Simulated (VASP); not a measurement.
Method: PBEsol GGA, VASP's PBE PAW potentials (set 64) (plane waves; VASP).

The input files of a VASP run:

**INCAR**
```
SYSTEM  =  Cu
PREC  =  Accurate; ENCUT  =  530; LREAL  =  F
LASPH  =  T
EDIFF  =  1E-7; NELM  =  100; ALGO  =  Normal
LMAXMIX  =  4
ISMEAR  =  1; SIGMA  =  0.1
GGA  =  PS
IBRION  =  6; NSW  =  1; ISIF  =  3
POTIM  =  0.015; NFREE  =  2
LWAVE  =  F; LCHARG  =  F
```

POSCAR:
```
Cu
1
    0.0000000000     1.7815983225     1.7815983225
    1.7815983225     0.0000000000     1.7815983225
    1.7815983225     1.7815983225     0.0000000000
Cu
1
Direct
  0.0000000000   0.0000000000   0.0000000000
```

**KPOINTS**
```
kpoints
0
gamma
  16 16 16
0 0 0
```

POTCAR, in this order: Cu (PBE.64 set). Program: vasp_std.

What VASP printed:

**OSZICAR**
```
...
DAV:   5    -0.430755885048E+01    0.76971E-04   -0.66853E-04  7064   0.583E-01    0.169E-02
DAV:   6    -0.430755769214E+01    0.11583E-05   -0.70747E-06  8501   0.723E-02    0.131E-03
DAV:   7    -0.430755781886E+01   -0.12672E-06   -0.18677E-07  4840   0.102E-02    0.484E-04
DAV:   8    -0.430755777797E+01    0.40890E-07   -0.20619E-08  3539   0.422E-03
   6 F= -.43075578E+01 E0= -.43075091E+01  d E =-.146048E-03
       N       E                     dE             d eps       ncg     rms          rms(c)
DAV:   1    -0.455647530200E+01   -0.24892E+00   -0.46576E+00  6811   0.515E+01    0.416E+00
DAV:   2    -0.439557614639E+01    0.16090E+00   -0.34306E+00  6674   0.429E+01    0.179E+00
DAV:   3    -0.431719886906E+01    0.78377E-01   -0.54156E-01  6640   0.174E+01    0.789E-01
DAV:   4    -0.430563531121E+01    0.11564E-01   -0.11361E-02  8348   0.289E+00    0.780E-02
DAV:   5    -0.430559977174E+01    0.35539E-04   -0.95221E-04  7026   0.688E-01    0.269E-02
DAV:   6    -0.430559882515E+01    0.94658E-06   -0.48232E-05  7047   0.182E-01    0.172E-03
DAV:   7    -0.430559873162E+01    0.93536E-07   -0.24262E-07  6404   0.159E-02
   7 F= -.43055987E+01 E0= -.43055588E+01  d E =-.119735E-03
       N       E                     dE             d eps       ncg     rms          rms(c)
DAV:   1    -0.437998997721E+01   -0.74391E-01   -0.16630E+00 22284   0.295E+01    0.212E+00
DAV:   2    -0.433030024046E+01    0.49690E-01   -0.77915E-01 21455   0.203E+01    0.903E-01
DAV:   3    -0.431202558546E+01    0.18275E-01   -0.12832E-01 21133   0.851E+00    0.481E-01
DAV:   4    -0.430755203463E+01    0.44736E-02   -0.67317E-03 27240   0.215E+00    0.269E-02
DAV:   5    -0.430756123548E+01   -0.92008E-05   -0.92095E-05 21658   0.176E-01    0.168E-02
DAV:   6    -0.430756337621E+01   -0.21407E-05   -0.48228E-06 24062   0.543E-02    0.127E-03
DAV:   7    -0.430756340324E+01   -0.27031E-07   -0.70176E-08 14444   0.964E-03
   8 F= -.43075634E+01 E0= -.43075704E+01  d E =0.209392E-04
       N       E                     dE             d eps       ncg     rms          rms(c)
DAV:   1    -0.434442430992E+01   -0.36861E-01   -0.61632E-01 23259   0.103E+01    0.127E+00
DAV:   2    -0.431923515134E+01    0.25189E-01   -0.11079E-02 25580   0.296E+00    0.727E-01
DAV:   3    -0.430753732935E+01    0.11698E-01   -0.15601E-02 25774   0.355E+00    0.459E-02
DAV:   4    -0.430755897417E+01   -0.21645E-04   -0.40764E-04 21535   0.349E-01    0.303E-02
DAV:   5    -0.430756303264E+01   -0.40585E-05   -0.12872E-05 22530   0.124E-01    0.997E-03
DAV:   6    -0.430756315774E+01   -0.12510E-06   -0.16117E-06 22237   0.219E-02    0.281E-04
DAV:   7    -0.430756311148E+01    0.46265E-07   -0.43372E-08 12241   0.910E-03
   9 F= -.43075631E+01 E0= -.43075701E+01  d E =0.209313E-04
       N       E                     dE             d eps       ncg     rms          rms(c)
DAV:   1    -0.430322757269E+01    0.43356E-02   -0.57576E-01 23003   0.100E+01    0.849E-01
DAV:   2    -0.430001412168E+01    0.32135E-02   -0.65201E-03 26218   0.211E+00    0.505E-01
DAV:   3    -0.430581028964E+01   -0.57962E-02   -0.84878E-03 26690   0.265E+00    0.809E-02
DAV:   4    -0.430662206664E+01   -0.81178E-03   -0.89364E-04 23368   0.641E-01    0.303E-02
DAV:   5    -0.430747188743E+01   -0.84982E-03   -0.41922E-05 22562   0.214E-01    0.412E-03
DAV:   6    -0.430756524591E+01   -0.93358E-04   -0.18571E-06 26631   0.333E-02    0.102E-03
DAV:   7    -0.430756375900E+01    0.14869E-05   -0.57294E-08 13057   0.106E-02    0.155E-04
DAV:   8    -0.430756373323E+01    0.25773E-07   -0.61113E-09 10582   0.196E-03
  10 F= -.43075637E+01 E0= -.43075707E+01  d E =0.209463E-04
       N       E                     dE             d eps       ncg     rms          rms(c)
DAV:   1    -0.434442375662E+01   -0.36860E-01   -0.62981E-01 23892   0.106E+01    0.127E+00
DAV:   2    -0.431923398789E+01    0.25190E-01   -0.10972E-02 25225   0.297E+00    0.727E-01
DAV:   3    -0.430753895149E+01    0.11695E-01   -0.15646E-02 25778   0.355E+00    0.464E-02
DAV:   4    -0.430755949757E+01   -0.20546E-04   -0.41198E-04 21772   0.353E-01    0.304E-02
DAV:   5    -0.430756362321E+01   -0.41256E-05   -0.12730E-05 22275   0.126E-01    0.998E-03
DAV:   6    -0.430756377870E+01   -0.15549E-06   -0.16183E-06 22792   0.221E-02    0.277E-04
DAV:   7    -0.430756373189E+01    0.46805E-07   -0.44282E-08 12217   0.918E-03
  11 F= -.43075637E+01 E0= -.43075707E+01  d E =0.209337E-04
       N       E                     dE             d eps       ncg     rms          rms(c)
DAV:   1    -0.432660947896E+01   -0.19046E-01   -0.54432E-01 24649   0.101E+01    0.842E-01
DAV:   2    -0.431474132838E+01    0.11868E-01   -0.49439E-03 25985   0.202E+00    0.503E-01
DAV:   3    -0.430762674974E+01    0.71146E-02   -0.75935E-03 24777   0.273E+00    0.368E-02
DAV:   4    -0.430760355633E+01    0.23193E-04   -0.23178E-04 21625   0.254E-01    0.214E-02
DAV:   5    -0.430756658778E+01    0.36969E-04   -0.29793E-05 24936   0.140E-01    0.390E-03
DAV:   6    -0.430756324550E+01    0.33423E-05   -0.15810E-06 28044   0.342E-02    0.108E-03
DAV:   7    -0.430756395972E+01   -0.71422E-06   -0.30049E-08 12339   0.619E-03    0.131E-04
DAV:   8    -0.430756401585E+01   -0.56127E-07   -0.49737E-09 10458   0.159E-03
  12 F= -.43075640E+01 E0= -.43075710E+01  d E =0.209455E-04
       N       E                     dE             d eps       ncg     rms          rms(c)
DAV:   1    -0.434442105207E+01   -0.36857E-01   -0.63074E-01 24228   0.105E+01    0.127E+00
DAV:   2    -0.431923446434E+01    0.25187E-01   -0.10956E-02 25123   0.296E+00    0.727E-01
DAV:   3    -0.430753660539E+01    0.11698E-01   -0.15638E-02 25782   0.355E+00    0.451E-02
DAV:   4    -0.430755955616E+01   -0.22951E-04   -0.40186E-04 21581   0.344E-01    0.302E-02
DAV:   5    -0.430756358229E+01   -0.40261E-05   -0.13295E-05 22180   0.126E-01    0.100E-02
DAV:   6    -0.430756374535E+01   -0.16306E-06   -0.17520E-06 22857   0.235E-02    0.285E-04
DAV:   7    -0.430756369891E+01    0.46448E-07   -0.42694E-08 12310   0.886E-03
  13 F= -.43075637E+01 E0= -.43075707E+01  d E =0.209326E-04
       N       E                     dE             d eps       ncg     rms          rms(c)
DAV:   1    -0.430326195636E+01    0.43018E-02   -0.15335E+00  2908   0.130E+01    0.571E-01
DAV:   2    -0.430373123316E+01   -0.46928E-03   -0.14681E-02  3705   0.204E+00    0.351E-01
DAV:   3    -0.430822335654E+01   -0.44921E-02   -0.54580E-03  3509   0.193E+00    0.135E-02
DAV:   4    -0.430828127762E+01   -0.57921E-04   -0.10063E-04  2924   0.147E-01    0.922E-03
DAV:   5    -0.430831304953E+01   -0.31772E-04   -0.39071E-06  3509   0.417E-02    0.230E-03
DAV:   6    -0.430831630475E+01   -0.32552E-05   -0.65588E-07  2588   0.188E-02    0.120E-04
DAV:   7    -0.430831676524E+01   -0.46049E-06   -0.50178E-09  1590   0.872E-04    0.439E-05
DAV:   8    -0.430831699584E+01   -0.23059E-06   -0.28898E-10  1403   0.303E-04    0.696E-06
DAV:   9    -0.430831699542E+01    0.41587E-09   -0.60298E-11  1367   0.148E-04
  14 F= -.43083170E+01 E0= -.43083258E+01  d E =0.264740E-04
       N       E                     dE             d eps       ncg     rms          rms(c)
DAV:   1    -0.430575740138E+01    0.25596E-02   -0.50079E+00  2760   0.227E+01    0.168E-01
DAV:   2    -0.430899638949E+01   -0.32390E-02   -0.40290E-02  2829   0.283E+00    0.113E-01
DAV:   3    -0.430859172382E+01    0.40467E-03   -0.15544E-03  3459   0.778E-01    0.702E-02
DAV:   4    -0.430832570746E+01    0.26602E-03   -0.51143E-04  2812   0.238E-01    0.229E-02
DAV:   5    -0.430831703845E+01    0.86690E-05   -0.10384E-04  2924   0.233E-01    0.492E-03
DAV:   6    -0.430831697124E+01    0.67214E-07   -0.23003E-06  3673   0.341E-02    0.838E-04
DAV:   7    -0.430831699289E+01   -0.21658E-07   -0.44127E-08  1663   0.483E-03
  15 F= -.43083170E+01 E0= -.43083258E+01  d E =0.264578E-04
```

### OUTCAR
```
------------------------ aborting loop because EDIFF is reached ----------------------------------------
  FORCE on cell =-STRESS in cart. coord.  units (eV):
  Direction    XX          YY          ZZ          XY          YZ          ZX
  --------------------------------------------------------------------------------------
  Total        0.0677757      0.0677757      0.0677757      0.0000000      0.0000000      0.0000000
  in kB        9.6011927      9.6011927      9.6011927      0.0000000      0.0000000      0.0000000
  external PRESSURE =       9.6011927 kB  Pullay stress =       0.0000000 kB
  volume of cell :       11.31
      direct lattice vectors                 reciprocal lattice vectors
     0.000000000  1.781598323  1.781598323    -0.280646874  0.280646874  0.280646874
     1.781598323  0.000000000  1.781598323     0.280646874 -0.280646874  0.280646874
     1.781598323  1.781598323  0.000000000     0.280646874  0.280646874 -0.280646874
 POSITION                                       TOTAL-FORCE (eV/Angst)
 -----------------------------------------------------------------------------------
     -0.01500      0.00000      0.00000         0.000000      0.000000     -0.000000
 -----------------------------------------------------------------------------------
    total drift:                               -0.000025     -0.000001     -0.000001
  FREE ENERGIE OF THE ION-ELECTRON SYSTEM (eV)
  ---------------------------------------------------
  free  energy   TOTEN  =        -4.3083169929 eV

  energy  without entropy=       -4.3083434507  energy(sigma->0) =       -4.30832581

   1 f  =    0.000000 THz     0.000000 2PiTHz    0.000000 cm-1     0.000000 meV
             X         Y         Z           dx          dy          dz
      0.000000  0.000000  0.000000    -0.350393   -0.936603    0.000000

   2 f  =    0.000000 THz     0.000000 2PiTHz    0.000000 cm-1     0.000000 meV
             X         Y         Z           dx          dy          dz
      0.000000  0.000000  0.000000    -0.936603    0.350393    0.000000

   3 f  =    0.000000 THz     0.000000 2PiTHz    0.000000 cm-1     0.000000 meV
             X         Y         Z           dx          dy          dz
      0.000000  0.000000  0.000000     0.000000    0.000000    1.000000

 ELASTIC MODULI CONTR FROM IONIC RELAXATION (kBar)
 Direction    XX          YY          ZZ          XY          YZ          ZX
 --------------------------------------------------------------------------------
 XX           0.0000      0.0000      0.0000      0.0000      0.0000      0.0000
 YY           0.0000      0.0000      0.0000      0.0000      0.0000      0.0000
 ZZ           0.0000      0.0000      0.0000      0.0000      0.0000      0.0000
 XY           0.0000      0.0000      0.0000      0.0000      0.0000      0.0000
 YZ           0.0000      0.0000      0.0000      0.0000      0.0000      0.0000
 ZX           0.0000      0.0000      0.0000      0.0000      0.0000      0.0000
 --------------------------------------------------------------------------------

 TOTAL ELASTIC MODULI (kBar)
 Direction    XX          YY          ZZ          XY          YZ          ZX
 --------------------------------------------------------------------------------
 XX        2129.1000   1482.6484   1482.6484      0.0000      0.0000     -0.0000
 YY        1482.6484   2129.1000   1482.6484     -0.0000      0.0000      0.0000
 ZZ        1482.6484   1482.6484   2129.1000      0.0000      0.0000      0.0000
 XY           0.0000     -0.0000      0.0000    963.4645     -0.0000      0.0000
 YZ           0.0000      0.0000      0.0000     -0.0000    963.4645      0.0000
 ZX          -0.0000      0.0000      0.0000      0.0000      0.0000    963.4645
 --------------------------------------------------------------------------------
```
(Selected blocks of OUTCAR.)

Finite-difference elastic constants of metals are sensitive to mesh and smearing; shear constants can be off by tens of GPa.

The compound is Cu in the fcc structure. It was relaxed first.
